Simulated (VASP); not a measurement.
Output of a VASP run:

**OSZICAR**
```
       N       E                     dE             d eps       ncg     rms          rms(c)
DAV:   1     0.230674789516E+02    0.23067E+02   -0.59797E+03  1688   0.156E+03
DAV:   2    -0.957466386212E+01   -0.32642E+02   -0.31809E+02  1718   0.190E+02
DAV:   3    -0.102089495588E+02   -0.63429E+00   -0.63398E+00  1952   0.312E+01
DAV:   4    -0.102104861482E+02   -0.15366E-02   -0.15365E-02  1796   0.154E+00
DAV:   5    -0.102104884873E+02   -0.23391E-05   -0.23391E-05  1882   0.546E-02    0.242E+00
DAV:   6    -0.848444562885E+01    0.17260E+01   -0.16386E+00  1940   0.291E+01    0.264E+00
DAV:   7    -0.858931943089E+01   -0.10487E+00   -0.21516E-01  1726   0.101E+01    0.129E+00
DAV:   8    -0.858481914226E+01    0.45003E-02   -0.47438E-02  1720   0.284E+00    0.321E-01
DAV:   9    -0.859885616554E+01   -0.14037E-01   -0.11257E-02  1706   0.130E+00    0.157E-01
DAV:  10    -0.860024817107E+01   -0.13920E-02   -0.35284E-03  1876   0.124E+00    0.200E-02
DAV:  11    -0.859984382559E+01    0.40435E-03   -0.69018E-04  1704   0.345E-01    0.465E-02
DAV:  12    -0.860025792559E+01   -0.41410E-03   -0.39474E-04  1828   0.388E-01    0.138E-02
DAV:  13    -0.860036520046E+01   -0.10727E-03   -0.63929E-05  1704   0.918E-02    0.180E-03
DAV:  14    -0.860036801597E+01   -0.28155E-05   -0.51593E-06  1792   0.232E-02    0.133E-03
DAV:  15    -0.860036446367E+01    0.35523E-05   -0.58748E-07  1032   0.111E-02    0.125E-03
DAV:  16    -0.860036731624E+01   -0.28526E-05   -0.99944E-07  1482   0.114E-02    0.155E-04
DAV:  17    -0.860036726452E+01    0.51725E-07   -0.97735E-08   854   0.362E-03
   1 F= -.86003673E+01 E0= -.86004475E+01  d E =-.860037E+01
       N       E                     dE             d eps       ncg     rms          rms(c)
DAV:   1    -0.860900270613E+01   -0.86354E-02   -0.10562E-01  1892   0.695E+00    0.655E-01
DAV:   2    -0.860088572945E+01    0.81170E-02   -0.33194E-02  1910   0.405E+00    0.210E-01
DAV:   3    -0.860050045486E+01    0.38527E-03   -0.41096E-04  1710   0.330E-01    0.119E-01
DAV:   4    -0.860020603110E+01    0.29442E-03   -0.55283E-04  1992   0.405E-01    0.151E-02
DAV:   5    -0.860045630461E+01   -0.25027E-03   -0.15393E-04  1714   0.226E-01    0.647E-03
DAV:   6    -0.860046092404E+01   -0.46194E-05   -0.36336E-05  1772   0.891E-02    0.467E-03
DAV:   7    -0.860047297280E+01   -0.12049E-04   -0.98032E-06  1734   0.461E-02    0.588E-04
DAV:   8    -0.860047309817E+01   -0.12537E-06   -0.10895E-07   942   0.555E-03
   2 F= -.86004731E+01 E0= -.86005362E+01  d E =-.105834E-03
```

File OUTCAR:
```
------------------------ aborting loop because EDIFF is reached ----------------------------------------
  FORCE on cell =-STRESS in cart. coord.  units (eV):
  Direction    XX          YY          ZZ          XY          YZ          ZX
  --------------------------------------------------------------------------------------
  Total        0.0058040      0.0058040      0.0058040     -0.0000000     -0.0000000      0.0000000
  in kB        0.5450910      0.5450910      0.5450910     -0.0000000     -0.0000000      0.0000000
  external PRESSURE =       0.5450910 kB  Pullay stress =       0.0000000 kB
  volume of cell :       17.06
      direct lattice vectors                 reciprocal lattice vectors
     2.574287698  0.000000000 -0.000000000     0.388456970  0.000000000  0.000000000
    -0.000000000  2.574287698  0.000000000    -0.000000000  0.388456970 -0.000000000
    -0.000000000  0.000000000  2.574287698     0.000000000 -0.000000000  0.388456970
 POSITION                                       TOTAL-FORCE (eV/Angst)
 -----------------------------------------------------------------------------------
      0.00000      0.00000      0.00000        -0.000000      0.000000      0.000000
 -----------------------------------------------------------------------------------
    total drift:                                0.000000      0.000000     -0.000000
  FREE ENERGIE OF THE ION-ELECTRON SYSTEM (eV)
  ---------------------------------------------------
  free  energy   TOTEN  =        -8.6004730982 eV

  energy  without entropy=       -8.6006623464  energy(sigma->0) =       -8.60053618

 reached required accuracy - stopping structural energy minimisation
```
(Selected blocks of OUTCAR.)

File POSCAR:
```
Zn
1
    2.5683080000     0.0000000000     0.0000000000
    0.0000000000     2.5683080000     0.0000000000
    0.0000000000     0.0000000000     2.5683080000
Zn
1
Direct
  0.0000000000   0.0000000000   0.0000000000
```

Q: Reconstruct the remaining input files.

A: One answer among several that fit: the input of the run itself, r2SCAN meta-GGA, plane waves, VASP's PBE PAW potentials (set 64).

INCAR:
```
! general
SYSTEM   =  Zn
PREC     =  Accurate
ENCUT    =  400
LREAL    =  .FALSE.
LASPH    =  .TRUE.

! electronic loop
EDIFF    =  1E-6
NELM     =  100
ALGO     =  Normal
LMAXMIX  =  4
LMIXTAU  =  .TRUE.

! smearing
ISMEAR   =  1
SIGMA    =  0.1

! functional
METAGGA  =  R2SCAN

! ions
IBRION   =  2
NSW      =  60
ISIF     =  3
EDIFFG   =  -0.01

! output
LWAVE    =  .FALSE.
LCHARG   =  .FALSE.
```

### KPOINTS
```
Regular mesh
0
G
13 13 13
0 0 0
```

POTCAR, in this order: Zn (PBE.64 set). Program: vasp_std.

The structure was generated: Zn was put into the simple-cubic type (Pm-3m), which need not be its known phase. This run relaxes it. Symmetry was kept, so distortions that lower it aren't found.
